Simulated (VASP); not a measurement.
Runs of VASP 6.6.1 on ZnS. It takes space group F-43m (No. 216, cubic). Conventional cell: a = 5.448 Å, b = 5.448 Å, c = 5.448 Å, α = 90.00°, β = 90.00°, γ = 90.00°. Around Zn (site symmetry -43m) lie 4 S at 2.36 Å. Around S (site symmetry -43m) lie 4 Zn at 2.36 Å. The cell is a database's computed one.

```tsv
level	potentials or basis	k mesh	grid for exact exchange (PRECFOCK)	exchange at q = 0	screening parameter	gap on the mesh (eV)	pressure (GPa)
PBE0	VASP PAW PBE potentials, release 64 (Zn, S)	8 × 8 × 8	Fast	truncated	-	(a)	-1.3
r2SCAN	VASP PAW PBE potentials, release 64 (Zn, S)	12 × 12 × 12	-	-	-	2.56	-2.4
LDA	VASP PAW LDA potentials, release 64 (Zn, S)	12 × 12 × 12	-	-	-	(b)	-5.9
HSE06	VASP PAW PBE potentials, release 64 (Zn, S)	8 × 8 × 8	Fast	-	0.2 1/A	3.23	(c)
```

Alike in all rows: task band structure; no spin polarisation; cell as given; cutoff (eV) 450; smearing gaussian 0.02 eV.

Estimate the missing entries.

(a) 3.86; (b) 1.78; (c) -1.1.

Caveats: the PAW data sets were made with another functional, which shifts forces and pressure a little (some runs).

Runs at the PBE level aren't shown here.
